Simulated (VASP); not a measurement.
# WC (Qusongite): phonons from a supercell, part 3 of 3

How does the lattice of WC (Qusongite) vibrate? The start is a cell from a database of measured crystal structures.

VASP 6.6.1; PBEsol; plane waves and PAW (W, C).

So far. Step 2 (Relax the host): The run ended after 3 ionic steps, 0.002 eV below its first step, once forces and stress met EDIFFG = -0.02. Step 3 (Tight relaxation): The run ended after 5 ionic steps, 0.000 eV below its first step, once forces and stress met EDIFFG = -0.002.

### 4. Force constants in the supercell (continued)

OUTCAR, selected parts (step 4):

```text
  LATTYP: Found a hexagonal cell.
 ALAT       =     8.6914049877
 C/A-ratio  =     0.9757960555

The static configuration has the point symmetry D_3h.

 Found     12 irreducible k-points:

   k-points           NKPTS =     12   k-points in BZ     NKDIM =     12   number of bands    NBANDS=    172

   dimension x,y,z NGX =    64 NGY =   64 NGZ =   64
   dimension x,y,z NGXF=   128 NGYF=  128 NGZF=  128

   ENCUT  =  480.0 eV  35.28 Ry    5.94 a.u.  15.53 15.53 15.15*2*pi/ulx,y,z

   NELECT =     270.0000    total number of electrons

 E-fermi :   8.2533

 k-point     1 :       0.0000    0.0000    0.0000
  band No.  band energies     occupation
    ...
    130       7.5035      2.00000
    131       8.1564      1.72245
    132       8.1564      1.72245
    133       8.1593      1.70593
    134       8.1593      1.70593
    135       8.4499     -0.04655
    136       8.8608     -0.00015
    137       8.8608     -0.00015
    138       9.3104     -0.00000
    139       9.3104     -0.00000
    ...

 k-point     2 :       0.2500   -0.0000    0.0000
  band No.  band energies     occupation
    ...
    131       7.7616      2.00279
    132       7.7646      2.00298
    133       7.8999      2.03149
    134       8.2169      1.30246
    135       8.2192      1.28390
    136       8.6446     -0.01836
    137       8.6446     -0.01835
    138       9.1008     -0.00000
    139       9.1008     -0.00000
    140       9.4875     -0.00000
    ...

  energy-cutoff  :      480.00
  volume of cell :      554.83
      direct lattice vectors                 reciprocal lattice vectors
     8.691404988  0.000000000  0.000000000     0.115056196  0.066427726  0.000000000
    -4.345702494  7.526977514  0.000000000     0.000000000  0.132855452  0.000000000
     0.000000000  0.000000000  8.481038704     0.000000000  0.000000000  0.117910086

 POSITION                                       TOTAL-FORCE (eV/Angst)
 -----------------------------------------------------------------------------------
      0.00000      0.00000      0.00000        -0.030049     -0.017349     -0.041689
      0.00000      0.00000      2.82701         0.028714      0.016578     -0.037491
      0.00000      0.00000      5.65403         0.000189      0.000109     -0.001847
     -1.44857      2.50899      0.00000        -0.004669      0.002696     -0.000671
     -1.44857      2.50899      2.82701         0.006032     -0.003482      0.001202
     -1.44857      2.50899      5.65403        -0.000019      0.000011      0.004386
     -2.89713      5.01799      0.00000         0.000000     -0.005392     -0.000671
     -2.89713      5.01799      2.82701        -0.000000      0.006965      0.001202
     -2.89713      5.01799      5.65403         0.000000     -0.000022      0.004386
      2.89713      0.00000      0.00000         0.030049     -0.017349     -0.041689
      2.89713      0.00000      2.82701        -0.028714      0.016578     -0.037491
      2.89713      0.00000      5.65403        -0.000189      0.000109     -0.001847
      1.44857      2.50899      0.00000        -0.000000      0.034698     -0.041689
      1.44857      2.50899      2.82701         0.000000     -0.033156     -0.037491
      1.44857      2.50899      5.65403         0.000000     -0.000219     -0.001847
     -0.00000      5.01799      0.00000         0.000099      0.000057     -0.000692
     -0.00000      5.01799      2.82701         0.000383      0.000221      0.000171
     -0.00000      5.01799      5.65403        -0.000205     -0.000119      0.001532
      5.79427      0.00000      0.00000         0.000000     -0.000114     -0.000692
      5.79427      0.00000      2.82701         0.000000     -0.000442      0.000171
      5.79427      0.00000      5.65403        -0.000000      0.000237      0.001532
      4.34570      2.50899      0.00000         0.004669      0.002696     -0.000671
      4.34570      2.50899      2.82701        -0.006032     -0.003482      0.001202
      4.34570      2.50899      5.65403         0.000019      0.000011      0.004386
      2.89713      5.01799      0.00000        -0.000099      0.000057     -0.000692
      2.89713      5.01799      2.82701        -0.000383      0.000221      0.000171
      2.89713      5.01799      5.65403         0.000205     -0.000119      0.001532
      1.44857      0.83633      1.39851        -0.000000     -0.000000      0.306999
      1.44857      0.83633      4.24052        -0.000000     -0.000000     -0.017419
      1.44857      0.83633      7.06753        -0.000000     -0.000000     -0.018562
     -0.00000      3.34532      1.41351        -0.000709      0.001806      0.002151
     -0.00000      3.34532      4.24052         0.005251      0.000627     -0.005147
     -0.00000      3.34532      7.06753        -0.005998      0.001490     -0.004601
     -1.44857      5.85432      1.41351         0.001209     -0.001517      0.002151
     -1.44857      5.85432      4.24052         0.003169      0.004234     -0.005147
     -1.44857      5.85432      7.06753        -0.001708     -0.005939     -0.004601
      4.34570      0.83633      1.41351         0.001918     -0.000289      0.002151
      4.34570      0.83633      4.24052        -0.002083     -0.004861     -0.005147
[...]
-----------------------------------------------------------------------------------
[...]
2.897135  0.000000  2.827013    -0.000000   -0.000000    0.000000
      2.897135  0.000000  5.654026    -0.000000    0.000000   -0.027744
      1.448567  2.508993  0.000000    -0.000000   -0.000000    0.027744
      1.448567  2.508993  2.827013    -0.000000   -0.000000    0.000000
      1.448567  2.508993  5.654026     0.000000    0.000000   -0.027744
     -0.000000  5.017985  0.000000     0.000000    0.000000    0.027744
     -0.000000  5.017985  2.827013    -0.000000   -0.000000    0.000000
     -0.000000  5.017985  5.654026     0.000000   -0.000000   -0.027744
      5.794270  0.000000  0.000000    -0.000000   -0.000000    0.027744
      5.794270  0.000000  2.827013    -0.000000    0.000000    0.000000
      5.794270  0.000000  5.654026     0.000000    0.000000   -0.027744
      4.345702  2.508993  0.000000    -0.000000   -0.000000    0.027744
      4.345702  2.508993  2.827013     0.000000    0.000000    0.000000
      4.345702  2.508993  5.654026     0.000000    0.000000   -0.027744
      2.897135  5.017985  0.000000     0.000000    0.000000    0.027744
      2.897135  5.017985  2.827013     0.000000   -0.000000    0.000000
      2.897135  5.017985  5.654026    -0.000000   -0.000000   -0.027744
      1.448567  0.836331  1.413506    -0.000000    0.000000   -0.234064
      1.448567  0.836331  4.240519     0.000000   -0.000000    0.234064
      1.448567  0.836331  7.067532     0.000000   -0.000000    0.000000
     -0.000000  3.345323  1.413506    -0.000000   -0.000000   -0.234064
     -0.000000  3.345323  4.240519     0.000000   -0.000000    0.234064
     -0.000000  3.345323  7.067532     0.000000    0.000000    0.000000
     -1.448567  5.854316  1.413506     0.000000   -0.000000   -0.234064
     -1.448567  5.854316  4.240519    -0.000000    0.000000    0.234064
     -1.448567  5.854316  7.067532     0.000000   -0.000000    0.000000
      4.345702  0.836331  1.413506    -0.000000   -0.000000   -0.234064
      4.345702  0.836331  4.240519     0.000000    0.000000    0.234064
[...]
4.345702  5.854316  4.240519     0.000000    0.000000    0.234064
      4.345702  5.854316  7.067532    -0.000000    0.000000    0.000000

   2 f  =   22.456442 THz   141.097988 2PiTHz  749.066282 cm-1    92.872341 meV
             X         Y         Z           dx          dy          dz
      0.000000  0.000000  0.000000     0.000000   -0.000000   -0.016018
      0.000000  0.000000  2.827013     0.000000   -0.000000    0.032036
      0.000000  0.000000  5.654026    -0.000000    0.000000   -0.016018
     -1.448567  2.508993  0.000000     0.000000    0.000000   -0.016018
     -1.448567  2.508993  2.827013    -0.000000   -0.000000    0.032036
     -1.448567  2.508993  5.654026    -0.000000   -0.000000   -0.016018
     -2.897135  5.017985  0.000000     0.000000    0.000000   -0.016018
     -2.897135  5.017985  2.827013    -0.000000    0.000000    0.032036
     -2.897135  5.017985  5.654026     0.000000   -0.000000   -0.016018
      2.897135  0.000000  0.000000     0.000000    0.000000   -0.016018
      2.897135  0.000000  2.827013    -0.000000   -0.000000    0.032036
      2.897135  0.000000  5.654026    -0.000000    0.000000   -0.016018
      1.448567  2.508993  0.000000     0.000000    0.000000   -0.016018
      1.448567  2.508993  2.827013     0.000000   -0.000000    0.032036
      1.448567  2.508993  5.654026    -0.000000   -0.000000   -0.016018
     -0.000000  5.017985  0.000000     0.000000    0.000000   -0.016018
     -0.000000  5.017985  2.827013    -0.000000    0.000000    0.032036
     -0.000000  5.017985  5.654026    -0.000000   -0.000000   -0.016018
      5.794270  0.000000  0.000000    -0.000000    0.000000   -0.016018
      5.794270  0.000000  2.827013     0.000000    0.000000    0.032036
      5.794270  0.000000  5.654026    -0.000000   -0.000000   -0.016018
      4.345702  2.508993  0.000000     0.000000    0.000000   -0.016018
      4.345702  2.508993  2.827013     0.000000    0.000000    0.032036
      4.345702  2.508993  5.654026    -0.000000   -0.000000   -0.016018
      2.897135  5.017985  0.000000     0.000000    0.000000   -0.016018
      2.897135  5.017985  2.827013     0.000000    0.000000    0.032036
      2.897135  5.017985  5.654026    -0.000000   -0.000000   -0.016018
      1.448567  0.836331  1.413506    -0.000000   -0.000000   -0.135137
      1.448567  0.836331  4.240519    -0.000000    0.000000   -0.135137
      1.448567  0.836331  7.067532     0.000000    0.000000    0.270273
     -0.000000  3.345323  1.413506     0.000000   -0.000000   -0.135137
     -0.000000  3.345323  4.240519    -0.000000    0.000000   -0.135137
     -0.000000  3.345323  7.067532     0.000000    0.000000    0.270273
     -1.448567  5.854316  1.413506     0.000000    0.000000   -0.135137
     -1.448567  5.854316  4.240519    -0.000000   -0.000000   -0.135137
     -1.448567  5.854316  7.067532     0.000000    0.000000    0.270273
      4.345702  0.836331  1.413506     0.000000    0.000000   -0.135137
      4.345702  0.836331  4.240519    -0.000000   -0.000000   -0.135137
[...]
4.345702  5.854316  4.240519    -0.000000    0.000000   -0.135137
      4.345702  5.854316  7.067532    -0.000000    0.000000    0.270273

   3 f  =   21.540367 THz   135.342119 2PiTHz  718.509312 cm-1    89.083761 meV
             X         Y         Z           dx          dy          dz
    [... 9114 further lines ...]
      4.345702  5.854316  1.413506    -0.000000    0.000000   -0.047612
      4.345702  5.854316  4.240519    -0.000000    0.000000   -0.047612
      4.345702  5.854316  7.067532    -0.000000    0.000000   -0.047612

 ELASTIC MODULI CONTR FROM IONIC RELAXATION (kBar)
 Direction    XX          YY          ZZ          XY          YZ          ZX
 --------------------------------------------------------------------------------
 XX           0.0000      0.0000      0.0000      0.0000      0.0000      0.0000
 YY           0.0000      0.0000      0.0000      0.0000      0.0000      0.0000
 ZZ           0.0000      0.0000      0.0000      0.0000      0.0000      0.0000
 XY           0.0000      0.0000      0.0000      0.0000      0.0000      0.0000
 YZ           0.0000      0.0000      0.0000      0.0000      0.0000      0.0000
 ZX           0.0000      0.0000      0.0000      0.0000      0.0000      0.0000
 --------------------------------------------------------------------------------

[... 1 part as in an earlier step ...]

[... 7 further parts left out ...]
```

The last energy, forces, stress and levels in OUTCAR belong to the last displaced cell, not to the cell of POSCAR.

Numbers from this step:

| Item | Value |
| --- | --- |
| electrons | 270 |
| lowest frequency | -4.34e-6 cm⁻¹ |
| highest frequency | 791.0 cm⁻¹ |
| dynamically stable | yes |
| zero point energy | 80.19 meV/atom |
| heat capacity 300 | 17.28 J/K/mol of atoms |
| entropy 300 | 15.81 J/K/mol of atoms |

No long-range dipole term. The phonon branches at the labelled points (cm⁻¹):

| point | branch 1 | branch 2 | branch 3 | branch 4 | branch 5 | branch 6 |
| --- | --- | --- | --- | --- | --- | --- |
| Γ | 0 | 0 | 0 | 602 | 633 | 633 |
| 0.47 of the way | 117 | 131 | 192 | 626 | 629 | 672 |
| M | 168 | 192 | 270 | 609 | 660 | 715 |
| 0.47 of the way | 188 | 197 | 262 | 617 | 662 | 704 |
| K | 203 | 221 | 244 | 629 | 666 | 689 |
| 0.47 of the way | 152 | 160 | 224 | 625 | 642 | 685 |
| Γ | 0 | 0 | 0 | 602 | 633 | 633 |
| 0.47 of the way | 120 | 120 | 194 | 597 | 597 | 694 |
| A | 184 | 184 | 297 | 549 | 549 | 791 |
| 0.47 of the way | 201 | 208 | 272 | 591 | 609 | 754 |
| L | 211 | 231 | 249 | 640 | 676 | 697 |
| 0.47 of the way | 213 | 227 | 248 | 643 | 685 | 687 |
| H | 217 | 220 | 246 | 648 | 674 | 697 |
| 0.53 of the way | 205 | 212 | 266 | 601 | 625 | 743 |
| A | 184 | 184 | 297 | 549 | 549 | 791 |
| jump to L | 211 | 231 | 249 | 640 | 676 | 697 |
| 0.53 of the way | 189 | 221 | 253 | 623 | 644 | 728 |
| M | 168 | 192 | 270 | 609 | 660 | 715 |
| jump to K | 203 | 221 | 244 | 629 | 666 | 689 |
| 0.47 of the way | 220 | 224 | 232 | 660 | 669 | 671 |
| H | 217 | 220 | 246 | 648 | 674 | 697 |

The phonon branches as a text plot (rows in cm⁻¹):

```
    775 |                       *****             ***
    742 |                      *     *          **     **
    709 |    ******  **       *       ****  ** *     **  **     *
    676 |   *   ****** **              *********     *     ******
    643 |*******   ** ********        ***********    ********* **
    610 |**********  *** ******     ***         **     ****
    577 |                      **  **            **
    544 |                        ***               **
    511 |
    478 |
    445 |
    412 |
    379 |
    346 |
    313 |
    280 |      ***              ******           ****    **
    247 |    **   *****        *      ***********    ****  ******
    214 |   *     **** *            **************   ***** ******
    181 |    *****   ** *     * ****              ***  ****
    148 |  ****        * *     *
    115 |   *           * *  **
     82 | **             **  *
     49 | *               ***
     16 |*                 *
         Γ     M   K       Γ     A      L   H      A|L   M|K    H
```

The phonon density of states has structure finer than the step of the table below, so its rows give means over 25 cm⁻¹, whole bins alone (the curve runs from -10.1 to 816 cm⁻¹). Peaks (cm⁻¹: height): 210.0: 0.0388, 246.0: 0.0443, 619.6: 0.0434, 647.7: 0.0319, 693.0: 0.0242.

Table of phonon density of states by frequency; means over each step:

frequency (cm⁻¹), phonon density of states (states/cm⁻¹/cell) and a bar:
```
       25     0.0001 
       50     0.0005 
       75     0.0011 #
      100     0.0021 ##
      125     0.0039 ####
      150     0.0077 #######
      175     0.0172 ################
      200     0.0331 ##############################
      225     0.0238 ######################
      250     0.0265 ########################
      275     0.0038 ###
      300     0.0003 
      325     0.0000 
      350     0.0000 
      375     0.0000 
      400     0.0000 
      425     0.0000 
      450     0.0000 
      475     0.0000 
      500     0.0000 
      525     0.0000 
      550     0.0006 #
      575     0.0031 ###
      600     0.0090 ########
      625     0.0326 ##############################
      650     0.0279 #########################
      675     0.0138 #############
      700     0.0202 ##################
      725     0.0096 #########
      750     0.0022 ##
      775     0.0011 #
      800     0.0001
```

Heat capacity at constant volume against temperature:

temperature (K), heat capacity at constant volume (J/K/mol of atoms) and a bar:
```
        0        0.0 
       25        0.1 
       75        4.1 #####
      100        6.5 ########
      150       10.0 #############
      175       11.5 ##############
      200       12.9 ################
      250       15.4 ###################
      275       16.4 #####################
      300       17.3 ######################
      350       18.8 #######################
      375       19.4 ########################
      425       20.4 #########################
      450       20.8 ##########################
      475       21.1 ##########################
      525       21.7 ###########################
      550       22.0 ############################
      575       22.2 ############################
      625       22.6 ############################
      650       22.7 ############################
      700       23.0 #############################
      725       23.1 #############################
      750       23.2 #############################
      800       23.4 #############################
      825       23.5 #############################
      850       23.6 ##############################
      900       23.7 ##############################
      925       23.8 ##############################
      975       23.9 ##############################
     1000       24.0 ##############################
```

The vibrational entropy by temperature:

```csv
temperature (K),vibrational entropy (J/K/mol of atoms)
0,0
25,0.0360
75,1.54
100,3.06
150,6.38
175,8.04
200,9.67
250,12.8
275,14.3
300,15.8
350,18.6
375,19.9
425,22.4
450,23.6
475,24.7
525,26.8
550,27.9
575,28.8
625,30.7
650,31.6
700,33.3
725,34.1
750,34.9
800,36.4
825,37.1
850,37.8
900,39.2
925,39.8
975,41.1
1000,41.7
```

### 5. What came out

* highest frequency: 791 cm⁻¹
* lowest frequency: -4.3e-6 cm⁻¹
* zero point energy: 80.2 meV/atom
* heat capacity 300: 17.3 J/K/mol of atoms
* entropy 300: 15.8 J/K/mol of atoms

In words: The spectrum reaches 791 cm⁻¹, and its lowest point lies at 0 cm⁻¹. No mode is imaginary, so the structure is a local minimum as far as this supercell can tell. Frequencies between the wave vectors that fit the supercell are interpolated.

[Lines on the potential files, build, host, timing and source positions are cut from VASP's logs without a mark.]

[Logs are printed without paths, hosts, clocks, repeated set-up lines and the standing remarks that a program may print on its own settings, such as how far it seeks lower states.]

[Hosts, paths, dates, database ids (printed as entryN), source tags and the programs' standing remarks are cut or masked in the printed files.]

[Runs that stopped without an error message from VASP are left out.]
